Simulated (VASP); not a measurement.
Crystal: Ti.

```xyz
2
Lattice="2.9357 0.0000 0.0000 -1.4679 2.5424 0.0000 0.0000 0.0000 4.6409" Properties=species:S:1:pos:R:3 pbc="T T T"
Ti    0.0000    1.6949    1.1602
Ti    1.4679    0.8475    3.4806
```

```yaml
Program: VASP 6.6.1
Task: relaxation of cell and atoms
Functional: PBEsol
Potentials_or_basis: VASP PAW PBE potentials, release 64 (Ti_sv)
Cutoff: 480 eV
k_mesh: 18 × 18 × 10
Occupations: gaussian, width 0.1 eV
Spin: no spin polarisation
```

At the start: pressure -4.4 GPa; volume 17.32 Å³/atom.

Problem. How do energy, volume and symmetry change on relaxing?

Solution. Over 6 steps the energy falls by 8.9 meV/atom and the volume is 16.67 Å³/atom (-3.8 %); space group P6_3/mmc (No. 194, to 0.05 Å).

The path:
| step | energy change (eV) | largest force (eV/Å) | pressure (GPa) | volume (Å³) |
| --- | --- | --- | --- | --- |
| 1 | 0.0000 | 0.0000 | -4.42 | 34.64 |
| 2 | -0.0049 | 0.0000 | 4.06 | 32.30 |
| 3 | -0.0178 | 0.0000 | -0.04 | 33.36 |
| 4 | -0.0178 | 0.0000 | 0.00 | 33.34 |
| 5 | -0.0178 | 0.0000 | 0.03 | 33.33 |
| 6 | -0.0178 | 0.0000 | 0.03 | 33.33 |

Final structure:
```
Ti
1.0
     2.89729    0.00000    0.00000
    -1.44865    2.50913    0.00000
     0.00000    0.00000    4.58536
Ti
2
Direct
  0.33333 0.66667 0.25000
  0.66667 0.33333 0.75000
```

Caveat: the PAW data sets were made with another functional, which shifts forces and pressure a little.
